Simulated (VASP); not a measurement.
Molecule: ClSnIH2, in a box.

```
CELL_PARAMETERS angstrom
13.00000 0.00000 0.00000
0.00000 12.00000 0.00000
0.00000 0.00000 13.00000
ATOMIC_POSITIONS crystal
Cl 0.36710 0.56314 0.52995
Sn 0.52250 0.49990 0.46384
I 0.63490 0.42575 0.62103
H 0.49477 0.39188 0.38420
H 0.58200 0.61162 0.41017
```

Base run:

```yaml
Program: VASP 6.6.1
Functional: PBE
Potentials_or_basis: VASP PAW PBE potentials, release 64 (Cl, Sn_d, I, H)
Cutoff: 520 eV
k_mesh: 1 × 1 × 1
Occupations: gaussian, width 0.01 eV
Spin: no spin polarisation
```

Its results: gap between the frontier levels 4.08 eV; largest force 0.380 eV/Å.

Q: The run is repeated on the same cell with these changes: functional from PBE to SCAN; further incar settings from ALGO = Normal; EDIFF = 1e-06 to ALGO = Normal; EDIFF = 1e-06; NBANDS = 23. What comes out?

A: Gap between the frontier levels 4.54 eV; largest force 0.165 eV/Å.

Caveats: spin-orbit coupling is left out, which moves the levels of the heavy elements; the PAW data sets were made with another functional, which shifts forces and pressure a little (some runs).

